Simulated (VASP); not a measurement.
Method: PBE GGA with D3 dispersion (zero damping), VASP's PBE PAW potentials (set 64) (plane waves; VASP 6.6.1).

VASP ran on this input.

### INCAR
```
# general
SYSTEM  = Zn
PREC    = Accurate
ENCUT   = 520
LREAL   = .FALSE.
LASPH   = .TRUE.

# electronic loop
EDIFF   = 1E-6
NELM    = 100
ALGO    = Normal
LMAXMIX = 4

# smearing
ISMEAR  = 1
SIGMA   = 0.1

# functional
GGA     = PE
IVDW    = 11

# ions
IBRION  = 2
NSW     = 60
ISIF    = 3
EDIFFG  = -0.01

# output
LWAVE   = .FALSE.
LCHARG  = .FALSE.
```

File POSCAR:
```
Zn
1
    1.3250205943    -2.2950034107     0.0000000000
    1.3250205943     2.2950034107     0.0000000000
   -0.0000000000     0.0000000000     4.6547677484
Zn
2
Direct
  0.3333330000   0.6666670000   0.2500000000
  0.6666670000   0.3333330000   0.7500000000
```

File KPOINTS:
```
kpoints
0
gamma
 14 14 7
```

POTCAR, in this order: Zn (PBE.64 set). Program: vasp_std.

What VASP printed:

**OSZICAR**
```
       N       E                     dE             d eps       ncg     rms          rms(c)
DAV:   1     0.947985108183E+02    0.94799E+02   -0.12898E+04  3144   0.242E+03
DAV:   2     0.122463255832E+00   -0.94676E+02   -0.93426E+02  3160   0.301E+02
DAV:   3    -0.241914860489E+01   -0.25416E+01   -0.25377E+01  3736   0.612E+01
DAV:   4    -0.242627603456E+01   -0.71274E-02   -0.71271E-02  3760   0.325E+00
DAV:   5    -0.242628588322E+01   -0.98487E-05   -0.98485E-05  3704   0.980E-02    0.468E+00
DAV:   6    -0.219841626118E+01    0.22787E+00   -0.10799E+00  3168   0.238E+01    0.341E+00
DAV:   7    -0.218709754769E+01    0.11319E-01   -0.33374E-02  3848   0.345E+00    0.173E+00
DAV:   8    -0.218176942516E+01    0.53281E-02   -0.16784E-03  4400   0.729E-01    0.459E-02
DAV:   9    -0.218176391387E+01    0.55113E-05   -0.24178E-04  4400   0.245E-01    0.324E-02
DAV:  10    -0.218176642129E+01   -0.25074E-05   -0.24893E-05  3464   0.683E-02    0.317E-03
DAV:  11    -0.218176618328E+01    0.23801E-06   -0.11683E-07  2216   0.520E-03
   1 F= -.29238662E+01 E0= -.29238787E+01  d E =-.292387E+01
       N       E                     dE             d eps       ncg     rms          rms(c)
DAV:   1    -0.218281318750E+01   -0.10468E-02   -0.32476E-03  3184   0.112E+00    0.119E-01
DAV:   2    -0.218256730033E+01    0.24589E-03   -0.95333E-04  3328   0.701E-01    0.411E-02
DAV:   3    -0.218254058793E+01    0.26712E-04   -0.17534E-05  3792   0.698E-02    0.224E-02
DAV:   4    -0.218252961026E+01    0.10978E-04   -0.31682E-06  3264   0.395E-02    0.125E-03
DAV:   5    -0.218252986283E+01   -0.25257E-06   -0.13208E-06  1984   0.142E-02
   2 F= -.29238676E+01 E0= -.29238846E+01  d E =-.144736E-05
```

### OUTCAR
```
------------------------ aborting loop because EDIFF is reached ----------------------------------------
 Edisp (eV)   -0.74134
  FORCE on cell =-STRESS in cart. coord.  units (eV):
  Direction    XX          YY          ZZ          XY          YZ          ZX
  --------------------------------------------------------------------------------------
  Total      -0.00589    -0.00589    -0.00200     0.00000    -0.00000     0.00000
  in kB      -0.33331    -0.33331    -0.11297     0.00000    -0.00000     0.00000
  external pressure =       -0.26 kB  Pullay stress =        0.00 kB
  volume of cell :       28.33
      direct lattice vectors                 reciprocal lattice vectors
     1.325237308 -2.295378770  0.000000000     0.377290918 -0.217828973 -0.000000000
     1.325237308  2.295378770  0.000000000     0.377290918  0.217828973 -0.000000000
     0.000000000  0.000000000  4.657250864    -0.000000000  0.000000000  0.214718947
 POSITION                                       TOTAL-FORCE (eV/Angst)
 -----------------------------------------------------------------------------------
      1.32524      0.76513      1.16431        -0.000000     -0.000000      0.000000
      1.32524     -0.76513      3.49294         0.000000      0.000000      0.000000
 -----------------------------------------------------------------------------------
    total drift:                                0.000000      0.000068      0.000004
  FREE ENERGIE OF THE ION-ELECTRON SYSTEM (eV)
  ---------------------------------------------------
  free  energy   TOTEN  =        -2.9238676284 eV

  energy  without entropy=       -2.9239185337  energy(sigma->0) =       -2.92388460

 reached required accuracy - stopping structural energy minimisation
```
(Selected blocks of OUTCAR.)

### CONTCAR
```
Zn
   1.00000000000000
     1.3252373079306519   -2.2953787699252071    0.0000000000000000
     1.3252373079306519    2.2953787699252071    0.0000000000000000
     0.0000000000000000    0.0000000000000000    4.6572508635347445
  Zn
     2
Direct
     0.3333330000000032    0.6666669999999968    0.2500000000000000
     0.6666669999999968    0.3333330000000032    0.7500000000000000
```

The compound is Zn in the hcp structure. This run relaxes it. Symmetry was kept, so distortions that lower it aren't found. The start is the result of an earlier pass.
